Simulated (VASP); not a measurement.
```
Be2C
1.0
    0.00000     2.17234     2.17234
    2.17234     0.00000     2.17234
    2.17234     2.17234     0.00000
Be C
2 1
Direct
  0.25000   0.25000   0.25000
  0.75000   0.75000   0.75000
  0.00000   0.00000   0.00000
```

The numbers are results of vdW-DF-cx, VASP's PBE PAW potentials (set 64) (plane waves; VASP 6.6.1), not measurements. Run with 520 eV cut-off, 10×10×10 Γ-centred mesh, tetrahedra with Blöchl corrections, potentials Be C.

Tabulate the total density of states (states/eV per cell) against energy (eV; zero at the valence-band maximum or, without a gap, the Fermi level).

(E (eV), DOS (states/eV)): (-9.94, 0.00); (-9.58, 0.00); (-9.22, 0.00); (-8.86, 0.00); (-8.50, 0.04); (-8.02, 0.30); (-7.66, 0.48); (-7.30, 0.76); (-6.94, 0.80); (-6.58, 1.13); (-6.22, 0.45); (-5.86, 0.65); (-5.50, 0.78); (-5.14, 0.86); (-4.78, 1.00); (-4.30, 1.21); (-3.94, 1.10); (-3.58, 1.06); (-3.22, 1.03); (-2.86, 0.98); (-2.50, 0.92); (-2.14, 0.86); (-1.78, 0.65); (-1.42, 0.48); (-1.06, 0.35); (-0.58, 0.21); (-0.22, 0.04); (0.14, 0.00); (0.50, 0.00); (0.86, 0.00); (1.22, 0.00); (1.58, 0.03); (1.94, 0.08); (2.30, 0.12); (2.66, 0.16); (3.14, 0.21); (3.50, 0.27); (3.86, 0.35); (4.22, 0.48); (4.58, 0.91)
Within 2 eV below the valence-band maximum the largest weight inside VASP's projection spheres is C p, then Be p.

The compound is Be2C in the antifluorite structure. It was relaxed first.
